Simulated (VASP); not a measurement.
VASP runs on ZnSO4 (space group F-43m) share one base input (PBEsol GGA, plane waves, VASP's PBE PAW potentials (set 64)) and change the settings named in each case.

File POSCAR:
```
ZnSO4
1
    0.0000000000     3.8728050000     3.8728050000
    3.8728050000     0.0000000000     3.8728050000
    3.8728050000     3.8728050000     0.0000000000
Zn S O
1 1 4
Direct
  0.2500000000   0.2500000000   0.2500000000
  0.0000000000   0.0000000000   0.0000000000
  0.6751300000   0.1082900000   0.1082900000
  0.1082900000   0.1082900000   0.6751300000
  0.1082900000   0.6751300000   0.1082900000
  0.1082900000   0.1082900000   0.1082900000
```

INCAR:
```
# general
SYSTEM  = ZnSO4
PREC    = Accurate
ENCUT   = 400
LREAL   = .FALSE.
LASPH   = .TRUE.

# electronic loop
EDIFF   = 1E-6
NELM    = 100
ALGO    = Normal
LMAXMIX = 4

# smearing
ISMEAR  = 0
SIGMA   = 0.01

# functional
GGA     = PS

# ions
ISIF    = 2

# output
LWAVE   = .FALSE.
LCHARG  = .FALSE.
```

### KPOINTS
```
kpoints
0
gamma
  5 5 5
0 0 0
```

POTCAR, in this order: Zn S O (PBE.64 set). Program: vasp_std.

| change | E(σ→0) (eV/atom) | pressure (GPa) |
|---|---|---|
| base run | -5.8772 | -0.88 |
| GGA removed, POTCAR Zn S O (LDA.64 set) | -6.2996 | -4.11 |
| KPOINTS 2×2×2 Γ-centred mesh | -5.8664 | -0.94 |
| LDAU = .TRUE., LDAUJ = 0 0 0, LDAUL = 2 -1 -1, LDAUTYPE = 2, LDAUU = 6.0 0 0 | -5.8970 | ___ |

Task: Complete the blanks.

Result: 
- LDAU = .TRUE., LDAUJ = 0 0 0, LDAUL = 2 -1 -1, LDAUTYPE = 2, LDAUU = 6.0 0 0, pressure (GPa): -3.34

Energies of different potentials or functionals have different zeros.  At 400 eV the pressure can carry a Pulay error.

Left out are runs that ran out of time, are held back, or changed the cell or the kind of run, fixed moments of cells without a moment, rows past the twelfth, gaps on odd meshes, pressures of charged cells and columns that move by less than the noise.

The structure comes from a computed database's ZnSO4 entry (F-43m); how it stands against other phases isn't given here. The cell was not relaxed at this level.
